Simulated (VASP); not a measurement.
Consider the following.

```
CELL_PARAMETERS angstrom
      4.22075     0.00000     0.00000
      0.00000     4.22075     0.00000
      0.00000     0.00000     4.22075
ATOMIC_POSITIONS crystal
  Ba 0.00000 0.00000 0.00000
  Hf 0.50000 0.50000 0.50000
  O  0.50000 0.00000 0.50000
  O  0.00000 0.50000 0.50000
  O  0.50000 0.50000 0.00000
```

The numbers are results of PBE GGA with D3 dispersion (Becke-Johnson damping), VASP's PBE PAW potentials (set 64) (plane waves; VASP), not measurements. Run with 520 eV cut-off, 5×5×5 Γ-centred mesh, Gaussian smearing of 0.050 eV, potentials Ba_sv Hf_pv O.

Q: What does the run give for the energy per atom (σ→0), pressure?

A: 
```json
{
  "energy per atom (σ→0)": "-8.936 eV/atom",
  "pressure": "-4.62 GPa"
}
```

The compound is BaHfO3 in the cubic perovskite structure. This cell is one point of a volume scan, at 1.03 of the reference volume.
